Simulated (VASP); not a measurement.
Computed with LDA (Ceperley-Alder, Perdew-Zunger), VASP's LDA PAW potentials (set 64) (plane waves; VASP 6.6.1).

VASP input:

**POSCAR**
```
KTaO3
1
    3.9606335670    -0.0000000000     0.0000000000
    0.0000000000     3.9606335670     0.0000000000
    0.0000000000    -0.0000000000     3.9606335670
K Ta O
1 1 3
Direct
  0.5000000000   0.5000000000   0.5000000000
  0.0000000000   0.0000000000   0.0000000000
  0.0000000000   0.5000000000   0.0000000000
  0.5000000000   0.0000000000   0.0000000000
  0.0000000000   0.0000000000   0.5000000000
```

File KPOINTS:
```
Automatic mesh
0
Gamma
5 5 5
0 0 0
```

### INCAR
```
LREAL = .False.
EDIFFG = -0.02   # ionic stop
ISIF = 3
LWAVE = .False.
SIGMA = 0.05
LCHARG = .False.
PREC = Accurate
LASPH = .True.   # aspherical one-centre terms
LMAXMIX = 6   # l cut-off of mixed one-centre charges
NELM = 100   # most electronic steps
ISMEAR = 0   # Gaussian
NSW = 60
ENCUT = 520
IBRION = 2
EDIFF = 1E-6   # SCF stop (eV)
SYSTEM = KTaO3
ALGO = Normal
```

POTCAR, in this order: K_sv Ta_pv O (LDA.64 set). Program: vasp_std.

**Question.** Predict the energy per atom (σ→0).

**Answer.** 
- energy per atom (σ→0) = -9.011 eV/atom

### OSZICAR
```
...
DAV:   7    -0.451457460702E+02    0.23133E+00   -0.23707E+00   609   0.105E+01    0.954E+00
DAV:   8    -0.450602376046E+02    0.85508E-01   -0.34438E-01   603   0.502E+00    0.116E+00
DAV:   9    -0.450545938764E+02    0.56437E-02   -0.27378E-02   614   0.121E+00    0.226E-01
DAV:  10    -0.450536686129E+02    0.92526E-03   -0.62057E-03   640   0.594E-01    0.623E-02
DAV:  11    -0.450536611362E+02    0.74767E-05   -0.37318E-04   641   0.160E-01    0.279E-02
DAV:  12    -0.450536624773E+02   -0.13411E-05   -0.27033E-05   728   0.388E-02    0.618E-03
DAV:  13    -0.450536622059E+02    0.27142E-06   -0.13652E-06   449   0.931E-03
   1 F= -.45053662E+02 E0= -.45053662E+02  d E =-.450537E+02
```

The structure comes from a computed database's KTaO3 entry (Pm-3m); how it stands against other phases isn't given here. It was relaxed first. The start is the result of an earlier pass.
